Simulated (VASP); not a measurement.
Here is the system:

```
FePt
1.0
    2.73225     0.00000     0.00000
    0.00000     2.73225     0.00000
    0.00000     0.00000     3.72574
Fe Pt
1 1
Direct
  0.00000   0.00000   0.00000
  0.50000   0.50000   0.50000
```
Starting moments (μB, in the order of the record's atoms Fe Pt): 3.3 0.3.

Method: r2SCAN meta-GGA, VASP's PBE PAW potentials (set 64) (plane waves; VASP 6.6.1). Numerical set-up: 480 eV cut-off, 12×12×10 Γ-centred mesh, first-order Methfessel-Paxton smearing of 0.10 eV, potentials Fe Pt.

Each row applies one change to this cell, which was relaxed at other settings and keeps the small stress of the first row; at a fixed cut-off the stress holds a Pulay part, so it need not integrate to ΔE exactly. Stress is in GPa, positive when the cell is compressed.

```json
[
 {"change": "none", "ΔE (meV/atom)": "0.0", "σxx": "0.20", "σyy": "0.20", "σzz": "-0.18", "largest shear component, with its sign (GPa)": "0.00", "largest force (eV/Å)": "0.000", "moment (μB)": "3.55"},
 {"change": "uniaxial strain of +4.0 % along z", "ΔE (meV/atom)": "20.6", "σxx": "-5.76", "σyy": "-5.76", "σzz": "-11.62", "largest shear component, with its sign (GPa)": "0.00", "largest force (eV/Å)": "0.000", "moment (μB)": "3.53"},
 {"change": "isotropic strain of -4.0 %", "ΔE (meV/atom)": "163.5", "σxx": "37.06", "σyy": "37.06", "σzz": "36.39", "largest shear component, with its sign (GPa)": "0.00", "largest force (eV/Å)": "0.000", "moment (μB)": "3.40"},
 {"change": "atom 1 (Fe) moved by -0.050 Å along z", "ΔE (meV/atom)": "5.7", "σxx": "0.48", "σyy": "0.48", "σzz": "0.12", "largest shear component, with its sign (GPa)": "0.00", "largest force (eV/Å)": "0.453", "moment (μB)": "3.55"},
 {"change": "atom 1 (Fe) moved by 0.075 Å along y", "ΔE (meV/atom)": "5.8", "σxx": "0.45", "σyy": "0.36", "σzz": "0.30", "largest shear component, with its sign (GPa)": "0.00", "largest force (eV/Å)": "0.312", "moment (μB)": "3.55"},
 {"change": "biaxial strain of -2.0 % in the yz plane", "ΔE (meV/atom)": "20.1", "σxx": "5.87", "σyy": "13.54", "σzz": "10.79", "largest shear component, with its sign (GPa)": "0.00", "largest force (eV/Å)": "0.000", "moment (μB)": "3.52"}
]
```

Failed runs are left out, and for metals the shear rows, which the mesh's noise covers.

The compound is FePt in the L1_0 structure. The spin order is the one that the start imposed; others were not tried in this run.
